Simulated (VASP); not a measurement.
```
TiSi2
1.0
    0.00000     4.20892     4.35754
    2.44256     0.00000     4.35754
    2.44256     4.20892     0.00000
Ti Si
2 4
Direct
  0.50000   0.50000   0.50000
  0.75000   0.75000   0.75000
  0.83743   0.16257   0.83743
  0.16257   0.83743   0.16257
  0.41257   0.08743   0.41257
  0.08743   0.41257   0.08743
```

The numbers are results of PBE GGA, VASP's PBE PAW potentials (set 64) (plane waves; VASP 6.6.1), not measurements. Settings: 300 eV cut-off, 7×7×7 Γ-centred mesh, Gaussian smearing of 0.20 eV, potentials Ti_sv Si.

Give the energies of bands 10 to 23 at the high-symmetry points, in eV from the Fermi level.

| band | Γ | Y | T | Z | Σ0 | C0 | L |
|---|---|---|---|---|---|---|---|
| 10 | -6.58 | -10.27 | -8.67 | -10.35 | -8.54 | -9.66 | -9.18 |
| 11 | -5.79 | -5.47 | -8.62 | -5.02 | -8.46 | -7.58 | -7.55 |
| 12 | -5.13 | -5.47 | -8.62 | -5.02 | -8.11 | -7.58 | -5.76 |
| 13 | -4.76 | -4.52 | -4.47 | -4.64 | -5.40 | -2.63 | -4.82 |
| 14 | -3.79 | -4.52 | -4.47 | -4.64 | -3.25 | -2.63 | -4.43 |
| 15 | -3.57 | -2.33 | -1.17 | -2.81 | -2.36 | -2.25 | -2.49 |
| 16 | -2.46 | -2.33 | -1.17 | -2.81 | -1.95 | -2.25 | -2.43 |
| 17 | -2.15 | -2.25 | -1.11 | -1.53 | -1.30 | -1.63 | -1.83 |
| 18 | -2.04 | -2.25 | -1.11 | -1.53 | -0.39 | -1.63 | -0.97 |
| 19 | -1.75 | -0.81 | -0.62 | -0.89 | 0.06 | -1.33 | 0.00 |
| 20 | -1.31 | -0.81 | -0.62 | -0.89 | 0.11 | -1.33 | 0.14 |
| 21 | -0.86 | 1.18 | 0.80 | 0.69 | 0.70 | 1.29 | 0.90 |
| 22 | 1.90 | 1.18 | 0.80 | 0.69 | 0.88 | 1.29 | 1.26 |
| 23 | 2.87 | 2.94 | 2.07 | 2.97 | 1.58 | 1.91 | 1.54 |

It has no gap at this level: it comes out as a metal or semimetal.

The structure comes from a computed database's TiSi2 entry; how it stands against other phases isn't given here. The cell was not relaxed at this level.
